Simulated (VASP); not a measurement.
VASP input:

**POSCAR**
```
CdTe
1.0
  0.0000000000   3.2400000000   3.2400000000
  3.2400000000   0.0000000000   3.2400000000
  3.2400000000   3.2400000000   0.0000000000
Cd Te
1 1
Cart
  0.0000000000   0.0000000000   0.0000000000
  1.6200000000   1.6200000000   1.6200000000
```

INCAR:
```
SYSTEM = CdTe
PREC = Accurate
ENCUT = 520
EDIFF = 1E-6
NELM = 100
ALGO = Normal
LREAL = .FALSE.
LASPH = .TRUE.
ISMEAR = 0
SIGMA = 0.05
GGA = RE
LMAXMIX = 4
LWAVE = .FALSE.
LCHARG = .FALSE.
IBRION = 2
ISIF = 3
NSW = 60
EDIFFG = -0.01
```

**KPOINTS**
```
Automatic mesh
0
Gamma
6 6 6
0 0 0
```

POTCAR, in this order: Cd Te (PBE.64 set). Program: vasp_std.

Problem. Translate this revPBE calculation to Quantum ESPRESSO's pw.x.

Solution. One equivalent input (not run):
```
&CONTROL
  calculation = 'vc-relax'
  pseudo_dir = './pseudo'
  outdir = './out'
  tprnfor = .true.
  tstress = .true.
  nstep = 60
  forc_conv_thr = 0.00039
/
&SYSTEM
  ibrav = 0
  nat = 2
  ntyp = 2
  ecutwfc = 102
  occupations = 'smearing'
  smearing = 'gaussian'
  degauss = 0.003675
  input_dft = 'revpbe'
/
&ELECTRONS
  conv_thr = 7.3e-08
  electron_maxstep = 100
/
&IONS
/
&CELL
/
ATOMIC_SPECIES
  Cd 112.414 Cd.upf
  Te 127.600 Te.upf
CELL_PARAMETERS angstrom
     0.0000000    3.2400000    3.2400000
     3.2400000    0.0000000    3.2400000
     3.2400000    3.2400000    0.0000000
ATOMIC_POSITIONS crystal
  Cd   0.0000000  0.0000000  0.0000000
  Te   0.2500000  0.2500000  0.2500000
K_POINTS automatic
  6 6 6 0 0 0
```
What does not carry over: the potentials are each code's own (VASP's PAW set, PseudoDojo norm-conserving files in pw.x), so ENCUT and ecutwfc are chosen apart and not converted; conv_thr bounds pw.x's estimated SCF error, while EDIFF bounds the energy change between steps; forc_conv_thr acts on force components and is met together with etot_conv_thr.

The compound is CdTe in the zinc blende structure. This run relaxes it. Symmetry was kept, so distortions that lower it aren't found.
